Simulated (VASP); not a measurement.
# RPA total energies of LiH, part 4 of 6

How do semilocal functionals compare with the RPA for LiH, and at what cost? The scan starts from a database cell scaled to its smallest volume. The cell is of the rock-salt type. The start is a cell from a database of measured crystal structures.

VASP 6.6.1, plane waves and PAW; the level of theory is named at each step.

So far. Step 16 (Orbitals, volume ratio 1): The run ends at a pressure of -2.24 GPa. Step 17 (Exact exchange, volume ratio 1): The Hartree-Fock energy on these orbitals is -4.6020 eV an atom.

The database entry behind the starting cell differs from other determinations of this structure, so it need not match the best structure at room temperature.

### 18. Empty bands, volume ratio 1

This step: PBE; plane waves and PAW (Li_GW, H_GW) (VASP 6.6.1).

The empty bands are made again, for the run that follows.

File INCAR:

```
SYSTEM = LiH
PREC = Accurate
ENCUT = 410
ISMEAR = 0
SIGMA = 0.05
LREAL = .FALSE.
GGA = PE
NBANDS = 328
ALGO = Exact
NELM = 1
LWAVE = .TRUE.
LCHARG = .FALSE.
LOPTICS = .TRUE.
NEDOS = 1000
CSHIFT = 0.1
```

File POSCAR:

```
LiH
1.0
    0.0000000000      2.0367500000      2.0367500000
    2.0367500000      0.0000000000      2.0367500000
    2.0367500000      2.0367500000      0.0000000000
Li H
1 1
Direct
    0.0000000000      0.0000000000      0.0000000000
    0.5000000000      0.5000000000      0.5000000000
```

File KPOINTS:

```
Automatic mesh
0
Gamma
4 4 4
0 0 0
```

Potentials, in the order of the species: Li_GW and H_GW (PBE family, release 64).

Command:

```
mpirun -np 8 vasp_std
```

Standard output:

```text
[... set-up lines as in an earlier step ...]
 entering main loop
       N       E                     dE             d eps       ncg     rms          rms(c)
DIA:   1    -0.609300E+01   -0.60930E+01    0.00000E+00     0   0.000E+00
   1 F= -.60929961E+01 E0= -.60929961E+01  d E =-.188918E-11
 writing wavefunctions
 optical routines
 imaginary and real dielectric function
 recalculating local potential from charge density
 direction            1
 direction            2
 direction            3
```

Wall time 1.2 s (8 MPI ranks of Intel Xeon 6975P-C (Granite Rapids), shared host); peak memory 0.83 GiB.

From OUTCAR (step 18):

```text
  Total       -0.2358877     -0.2358877     -0.2358877     -0.0000000     -0.0000000      0.0000000
  in kB      -22.3651994    -22.3651994    -22.3651994     -0.0000000     -0.0000000      0.0000000
  external PRESSURE =     -22.3651994 kB  Pullay stress =       0.0000000 kB

 POSITION                                       TOTAL-FORCE (eV/Angst)
 -----------------------------------------------------------------------------------
      0.00000      0.00000      0.00000         0.000000     -0.000000      0.000000
      2.03675      2.03675      2.03675        -0.000000      0.000000     -0.000000
 -----------------------------------------------------------------------------------
    total drift:                                0.000000      0.000000      0.000000

  FREE ENERGIE OF THE ION-ELECTRON SYSTEM (eV)
  ---------------------------------------------------
  free  energy   TOTEN  =        -6.0929960684 eV

  energy  without entropy=       -6.0929960684  energy(sigma->0) =       -6.09299607

[... 2 parts as in an earlier step ...]

[... 1 further part left out ...]
[key lines of the parts left out:]
E-fermi :  -2.5033
```

### 19. RPA correlation, volume ratio 1

This step: RPA correlation on PBE orbitals; plane waves and PAW (Li_GW, H_GW) (VASP 6.6.1).

RPA correlation at this point.

File INCAR:

```
SYSTEM = LiH
PREC = Accurate
ENCUT = 410
ISMEAR = 0
SIGMA = 0.05
LREAL = .FALSE.
GGA = PE
NBANDS = 328
ALGO = ACFDT
ENCUTGW = 200
NOMEGA = 12
PRECFOCK = Fast
LWAVE = .FALSE.
LCHARG = .FALSE.
```

POSCAR is that of step 18.

KPOINTS is that of step 18.

Command:

```
mpirun -np 8 vasp_std
```

Standard output:

```text
[banner, memory and clock lines left out]
running    8 mpi-ranks, on    1 nodes
[...]
[... a notice as in an earlier step ...]

 LDA part: xc-table for (Slater+PW92), standard interpolation
 found WAVECAR, reading the header
 POSCAR, INCAR and KPOINTS ok, starting setup
[...]
reading WAVECAR
 the WAVECAR file was read successfully
 initial charge from wavefunction
 available memory per node:     31.97 GB, setting MAXMEM to     32740

 The Fermi energy was updated, please check that it is located mid-gap
 values below the HOMO (VB) or above the LUMO (CB) will cause erroneous energies
 E-fermi :  -1.2287

 the WAVEDER file was read successfully
 set NWRITE>2 for more details about minimax calculation
 number of imaginary grid points requested:      12
 number of distinct grids requested:  1
 quadrature errors minimized for energies in [ 0.300E+01, 0.414E+03 ]
 bosonic grid (T=0, re) determined with error: 0.6769E-08
 bosonic grid (re): 0.6769E-08
[...]
NQ=   2    0.2500    0.0000    0.0000,
|.........|.........|.........|.........
 performed        502000 updates of chi_q(r,r)
 total number of BLAS operations         48.66 Gflops
NQ=   3    0.5000    0.0000    0.0000,
|.........|.........|.........|.........
 performed        753000 updates of chi_q(r,r)
 total number of BLAS operations         72.09 Gflops
NQ=   4    0.2500    0.2500    0.0000,
|.........|.........|.........|.........
 performed       1004000 updates of chi_q(r,r)
 total number of BLAS operations         92.58 Gflops
NQ=   5    0.5000    0.2500    0.0000,
|.........|.........|.........|.........
 performed       1255000 updates of chi_q(r,r)
 total number of BLAS operations        116.02 Gflops
NQ=   6   -0.2500    0.2500    0.0000,
|.........|.........|.........|.........
 performed       1506000 updates of chi_q(r,r)
 total number of BLAS operations        139.02 Gflops
NQ=   7    0.5000    0.5000    0.0000,
|.........|.........|.........|.........
 performed       1757000 updates of chi_q(r,r)
 total number of BLAS operations        166.06 Gflops
NQ=   8   -0.2500    0.5000    0.2500,
|.........|.........|.........|.........
 performed       2008000 updates of chi_q(r,r)
 total number of BLAS operations        189.49 Gflops
 entering main loop
```

Elapsed: 4.6 s, on 8 MPI ranks; peak memory 1 GiB.

OUTCAR, selected parts (step 19):

```text
      cutoff energy     smooth cutoff   RPA   correlation   Hartree contr. to MP2
---------------------------------------------------------------------------------
            200.000           160.000       -2.3018276215       -3.2309700054
            190.476           152.381       -2.2926032319       -3.2202750045
            181.406           145.125       -2.2828230819       -3.2088534674
            172.768           138.214       -2.2724402283       -3.1966552500
            164.541           131.632       -2.2610419096       -3.1831889149
            156.705           125.364       -2.2487388389       -3.1685313002
            149.243           119.394       -2.2360311615       -3.1532741524
            142.136           113.709       -2.2225006223       -3.1369515349
  linear regression

[... 3 parts as in an earlier step ...]

[... 1 further part left out ...]
[key lines of the parts left out:]
E-fermi :  -1.2287
```

The correlation energy is -1.2102 eV an atom, +4 meV against the point before. With exact exchange the total is -5.8122 eV an atom.

### 20. Comparison: r2SCAN, volume ratio 1

This step: r2SCAN; plane waves and PAW (Li_GW, H_GW) (VASP 6.6.1).

The comparison at this point.

File INCAR:

```
SYSTEM = LiH
PREC = Accurate
ENCUT = 410
EDIFF = 1E-06
NELM = 100
ISMEAR = 0
SIGMA = 0.05
LREAL = .FALSE.
ALGO = Normal
METAGGA = R2SCAN
LASPH = .TRUE.
NBANDS = 7
LWAVE = .FALSE.
LCHARG = .FALSE.
KPAR = 8
```

POSCAR is that of step 19.

KPOINTS is that of step 19.

Command:

```
mpirun -np 8 vasp_std
```

Standard output:

```text
[... set-up lines as in an earlier step ...]
 entering main loop
       N       E                     dE             d eps       ncg     rms          rms(c)
DAV:   1    -0.602977E+01   -0.60298E+01   -0.87288E+02   119   0.177E+02
DAV:   2    -0.701770E+01   -0.98792E+00   -0.98792E+00   140   0.166E+01
DAV:   3    -0.702389E+01   -0.61905E-02   -0.61905E-02   140   0.150E+00
DAV:   4    -0.702391E+01   -0.19337E-04   -0.19337E-04   168   0.599E-02
[...]
DAV:  10    -0.670616E+01    0.40267E-04   -0.42540E-06   119   0.147E-02    0.267E-03
DAV:  11    -0.670615E+01    0.88615E-05   -0.14538E-06   126   0.748E-03    0.504E-04
DAV:  12    -0.670615E+01   -0.69886E-06   -0.10613E-08    56   0.646E-04
   1 F= -.67061470E+01 E0= -.67061470E+01  d E =-.302878E-13
```

Run time: 3.8 s. Hardware: 8 MPI ranks; peak memory 0.87 GiB.

Parts of OUTCAR (step 20):

```text
  Total       -0.2513261     -0.2513261     -0.2513261      0.0000000     -0.0000000      0.0000000
  in kB      -23.8289575    -23.8289575    -23.8289575      0.0000000     -0.0000000      0.0000000
  external PRESSURE =     -23.8289575 kB  Pullay stress =       0.0000000 kB

 POSITION                                       TOTAL-FORCE (eV/Angst)
 -----------------------------------------------------------------------------------
      0.00000      0.00000      0.00000         0.000000     -0.000000     -0.000000
      2.03675      2.03675      2.03675        -0.000000      0.000000      0.000000
 -----------------------------------------------------------------------------------
    total drift:                                0.000000      0.000000      0.000000

  FREE ENERGIE OF THE ION-ELECTRON SYSTEM (eV)
  ---------------------------------------------------
  free  energy   TOTEN  =        -6.7061470286 eV

  energy  without entropy=       -6.7061470286  energy(sigma->0) =       -6.70614703

[... 2 parts as in an earlier step ...]

[... 1 further part left out ...]
[key lines of the parts left out:]
E-fermi :  -2.7692
```

Its energy is -3.3531 eV an atom, on a zero of its own.

### 21. Orbitals for comparison: HSE06, volume ratio 1

This step: PBE; plane waves and PAW (Li_GW, H_GW) (VASP 6.6.1).

Starting orbitals, as before.

File INCAR:

```
SYSTEM = LiH
PREC = Accurate
ENCUT = 410
EDIFF = 1E-05
NELM = 100
ISMEAR = 0
SIGMA = 0.05
LREAL = .FALSE.
ALGO = Normal
GGA = PE
NBANDS = 7
LORBIT = 11
LWAVE = .TRUE.
LCHARG = .FALSE.
KPAR = 8
```

POSCAR is that of step 20.

KPOINTS is that of step 20.

Command:

```
mpirun -np 8 vasp_std
```

Standard output:

```text
[... set-up lines as in an earlier step ...]
 entering main loop
       N       E                     dE             d eps       ncg     rms          rms(c)
[... 9 cycles as in an earlier step ...]
DAV:  10    -0.609300E+01    0.45306E-05   -0.55039E-06    56   0.147E-02
   1 F= -.60929964E+01 E0= -.60929964E+01  d E =-.112954E-11
 writing wavefunctions
```

Elapsed: 1 s, on 8 MPI ranks; peak memory 0.86 GiB.

OUTCAR, selected parts (step 21):

```text
  Total       -0.2368375     -0.2368375     -0.2368375     -0.0000000      0.0000000      0.0000000
  in kB      -22.4552486    -22.4552486    -22.4552486     -0.0000000      0.0000000      0.0000000
  external PRESSURE =     -22.4552486 kB  Pullay stress =       0.0000000 kB

  FREE ENERGIE OF THE ION-ELECTRON SYSTEM (eV)
  ---------------------------------------------------
  free  energy   TOTEN  =        -6.0929964078 eV

  energy  without entropy=       -6.0929964078  energy(sigma->0) =       -6.09299641

[... 3 parts as in an earlier step ...]

[... 1 further part left out ...]
[key lines of the parts left out:]
E-fermi :  -2.4995
```

The run ends at a pressure of -2.25 GPa.

### 22. Comparison: HSE06, volume ratio 1

This step: HSE06; plane waves and PAW (Li_GW, H_GW) (VASP 6.6.1).

The comparison at this point.

File INCAR:

```
SYSTEM = LiH
PREC = Accurate
ENCUT = 410
EDIFF = 1E-06
NELM = 100
ISMEAR = 0
SIGMA = 0.05
LREAL = .FALSE.
ALGO = Normal
LHFCALC = .TRUE.
AEXX = 0.25
GGA = PE
HFSCREEN = 0.2
LASPH = .TRUE.
NBANDS = 7
PRECFOCK = Fast
LWAVE = .FALSE.
LCHARG = .FALSE.
KPAR = 8
```

POSCAR is that of step 21.

KPOINTS is that of step 21.

The WAVECAR or CHGCAR of an earlier step is read.

Command:

```
mpirun -np 8 vasp_std
```

Standard output:

```text
[... set-up lines as in an earlier step ...]
 entering main loop
       N       E                     dE             d eps       ncg     rms          rms(c)
DAV:   1    -0.676095E+01   -0.67609E+01   -0.63609E-02   112   0.108E+00    0.854E-02
DAV:   2    -0.676136E+01   -0.41264E-03   -0.57665E-04   112   0.127E-01    0.585E-02
DAV:   3    -0.676136E+01    0.84658E-06   -0.11867E-05   119   0.188E-02    0.365E-02
DAV:   4    -0.676136E+01   -0.19672E-06   -0.73483E-06   112   0.118E-02
   1 F= -.67613583E+01 E0= -.67613583E+01  d E =-.249478E-19
```

Wall time 3.4 s (8 MPI ranks); peak memory 1.6 GiB; 18 s of CPU time.

Parts of OUTCAR (step 22):

```text
 POSITION                                       TOTAL-FORCE (eV/Angst)
 -----------------------------------------------------------------------------------
      0.00000      0.00000      0.00000         0.000000      0.000000      0.000000
      2.03675      2.03675      2.03675        -0.000000     -0.000000      0.000000
 -----------------------------------------------------------------------------------
    total drift:                                0.000000      0.000000      0.000000

  FREE ENERGIE OF THE ION-ELECTRON SYSTEM (eV)
  ---------------------------------------------------
  free  energy   TOTEN  =        -6.7613582863 eV

  energy  without entropy=       -6.7613582863  energy(sigma->0) =       -6.76135829

[... 2 parts as in an earlier step ...]

[... 1 further part left out ...]
[key lines of the parts left out:]
E-fermi :  -3.1442
```

Its energy is -3.3807 eV an atom, on a zero of its own.

### 23. Orbitals, volume ratio 1.03

This step: PBE; plane waves and PAW (Li_GW, H_GW) (VASP 6.6.1).

The same chain follows at a volume ratio of 1.03.

File INCAR:

```
SYSTEM = LiH
PREC = Accurate
ENCUT = 410
EDIFF = 1E-08
NELM = 100
ISMEAR = 0
SIGMA = 0.05
LREAL = .FALSE.
ALGO = Normal
GGA = PE
NBANDS = 7
LORBIT = 11
LWAVE = .TRUE.
LCHARG = .FALSE.
KPAR = 8
```

File POSCAR:

```
LiH
1.0
    0.0000000000      2.0569171532      2.0569171532
    2.0569171532      0.0000000000      2.0569171532
    2.0569171532      2.0569171532      0.0000000000
Li H
1 1
Direct
    0.0000000000      0.0000000000      0.0000000000
    0.5000000000      0.5000000000      0.5000000000
```

KPOINTS is that of step 22.

Command:

```
mpirun -np 8 vasp_std
```

Standard output:

```text
[... set-up lines as in an earlier step ...]
 entering main loop
       N       E                     dE             d eps       ncg     rms          rms(c)
DAV:   1    -0.450441E+01   -0.45044E+01   -0.11387E+03   126   0.194E+02
DAV:   2    -0.629692E+01   -0.17925E+01   -0.17925E+01   154   0.204E+01
DAV:   3    -0.630393E+01   -0.70059E-02   -0.70059E-02   154   0.157E+00
DAV:   4    -0.630393E+01   -0.60873E-05   -0.60873E-05   168   0.372E-02
[...]
DAV:  12    -0.608780E+01    0.10228E-06   -0.10576E-08    98   0.653E-04    0.251E-04
DAV:  13    -0.608780E+01   -0.51328E-07   -0.20598E-09    56   0.178E-04    0.188E-05
DAV:  14    -0.608780E+01   -0.10380E-08   -0.15602E-10    56   0.740E-05
   1 F= -.60878014E+01 E0= -.60878014E+01  d E =-.172108E-12
 writing wavefunctions
```

It took 1.2 s on 8 MPI ranks; peak memory 0.86 GiB.

Parts of OUTCAR (step 23):

```text
  Total       -0.3369827     -0.3369827     -0.3369827      0.0000000     -0.0000000      0.0000000
  in kB      -31.0197107    -31.0197107    -31.0197107      0.0000000     -0.0000000      0.0000000
  external PRESSURE =     -31.0197107 kB  Pullay stress =       0.0000000 kB

 POSITION                                       TOTAL-FORCE (eV/Angst)
 -----------------------------------------------------------------------------------
      0.00000      0.00000      0.00000        -0.000000     -0.000000     -0.000000
      2.05692      2.05692      2.05692         0.000000      0.000000      0.000000
 -----------------------------------------------------------------------------------
    total drift:                                0.000000      0.000000      0.000000

  FREE ENERGIE OF THE ION-ELECTRON SYSTEM (eV)
  ---------------------------------------------------
  free  energy   TOTEN  =        -6.0878014500 eV

  energy  without entropy=       -6.0878014500  energy(sigma->0) =       -6.08780145

[... 1 part as in an earlier step ...]

[... 2 further parts left out ...]
[key lines of the parts left out:]
E-fermi :  -2.5464
```

The run ends at a pressure of -3.10 GPa.

### 24. Exact exchange, volume ratio 1.03

This step: Hartree-Fock energy on PBE orbitals; plane waves and PAW (Li_GW, H_GW) (VASP 6.6.1).

Exact exchange at this point.

File INCAR:

```
SYSTEM = LiH
PREC = Accurate
ENCUT = 410
ISMEAR = 0
SIGMA = 0.05
LREAL = .FALSE.
GGA = PE
NBANDS = 7
ALGO = Eigenval
NELM = 1
LHFCALC = .TRUE.
AEXX = 1
ALDAC = 0
AGGAC = 0
PRECFOCK = Normal
LWAVE = .FALSE.
LCHARG = .FALSE.
```

POSCAR is that of step 23.

KPOINTS is that of step 23.

The run starts from files that an earlier step left in the folder.

Command:

```
mpirun -np 8 vasp_std
```

Standard output:

```text
[... set-up lines as in an earlier step ...]
 entering main loop
       N       E                     dE             d eps       ncg     rms          rms(c)
EIG:   1    -0.920550E+01   -0.92055E+01    0.00000E+00     0   0.000E+00
   1 F= -.92055010E+01 E0= -.92055010E+01  d E =-.938114E-16
```

It took 1.2 s on 8 MPI ranks; peak memory 0.77 GiB; 4.8 s of CPU time.

Parts of OUTCAR (step 24):

```text
 POSITION                                       TOTAL-FORCE (eV/Angst)
 -----------------------------------------------------------------------------------
      0.00000      0.00000      0.00000         0.000000      0.000000      0.000000
      2.05692      2.05692      2.05692        -0.000000     -0.000000      0.000000
 -----------------------------------------------------------------------------------
    total drift:                               -0.000000     -0.000000     -0.000000

  FREE ENERGIE OF THE ION-ELECTRON SYSTEM (eV)
  ---------------------------------------------------
  free  energy   TOTEN  =        -9.2055009748 eV

  energy  without entropy=       -9.2055009748  energy(sigma->0) =       -9.20550097

[... 2 parts as in an earlier step ...]

[... 1 further part left out ...]
[key lines of the parts left out:]
E-fermi :  -2.5098
```

The Hartree-Fock energy on these orbitals is -4.6028 eV an atom.

### 25. Empty bands, volume ratio 1.03

This step: PBE; plane waves and PAW (Li_GW, H_GW) (VASP 6.6.1).

The empty bands are made again, for the run that follows.

File INCAR:

```
SYSTEM = LiH
PREC = Accurate
ENCUT = 410
ISMEAR = 0
SIGMA = 0.05
LREAL = .FALSE.
GGA = PE
NBANDS = 336
ALGO = Exact
NELM = 1
LWAVE = .TRUE.
LCHARG = .FALSE.
LOPTICS = .TRUE.
NEDOS = 1000
CSHIFT = 0.1
```

POSCAR is that of step 24.

KPOINTS is that of step 24.

Command:

```
mpirun -np 8 vasp_std
```

Standard output:

```text
[banner, memory and clock lines left out]
running    8 mpi-ranks, on    1 nodes
[...]
[... a notice as in an earlier step ...]

 LDA part: xc-table for (Slater+PW92), standard interpolation
 found WAVECAR, reading the header
  number of bands has changed, file:     7 present:   336
  trying to continue reading WAVECAR, but it might fail
 POSCAR, INCAR and KPOINTS ok, starting setup
[...]
reading WAVECAR
 random initialization beyond band            7
 the WAVECAR file was read successfully
 initial charge from wavefunction
 entering main loop
       N       E                     dE             d eps       ncg     rms          rms(c)
DIA:   1    -0.608780E+01   -0.60878E+01    0.00000E+00     0   0.000E+00
   1 F= -.60878014E+01 E0= -.60878014E+01  d E =-.446667E-58
 writing wavefunctions
 optical routines
 imaginary and real dielectric function
 recalculating local potential from charge density
 direction            1
 direction            2
 direction            3
```

Run time: 1.4 s. Hardware: 8 MPI ranks; peak memory 0.87 GiB.

From OUTCAR (step 25):

```text
  Total       -0.3369857     -0.3369857     -0.3369857     -0.0000000      0.0000000      0.0000000
  in kB      -31.0199874    -31.0199874    -31.0199874     -0.0000000      0.0000000      0.0000000
  external PRESSURE =     -31.0199874 kB  Pullay stress =       0.0000000 kB

 POSITION                                       TOTAL-FORCE (eV/Angst)
 -----------------------------------------------------------------------------------
      0.00000      0.00000      0.00000        -0.000000      0.000000      0.000000
      2.05692      2.05692      2.05692         0.000000     -0.000000     -0.000000
 -----------------------------------------------------------------------------------
    total drift:                                0.000000      0.000000      0.000000

  FREE ENERGIE OF THE ION-ELECTRON SYSTEM (eV)
  ---------------------------------------------------
  free  energy   TOTEN  =        -6.0878014477 eV

  energy  without entropy=       -6.0878014477  energy(sigma->0) =       -6.08780145

[... 1 part as in an earlier step ...]

[... 2 further parts left out ...]
[key lines of the parts left out:]
E-fermi :  -2.2198
```

WAVECAR now holds 336 bands for 2 electrons.

(Continued in part 5 of 6.)

[Long decimals in the printed logs are rounded to 6 places.]

[Lines on the potential files, build, host, timing and source positions are cut from VASP's logs without a mark.]

[Logs are printed without paths, hosts, clocks, repeated set-up lines and the standing remarks that a program may print on its own settings, such as how far it seeks lower states.]

[Hosts, paths, dates, database ids (printed as entryN), source tags and the programs' standing remarks are cut or masked in the printed files.]

[Measured values are set beside computed ones only where the two were judged alike; some that the calculation misses by far are left out.]

[Pressures printed for these runs are not shown converged in the cutoff: they can be off by several GPa and have the wrong sign.]
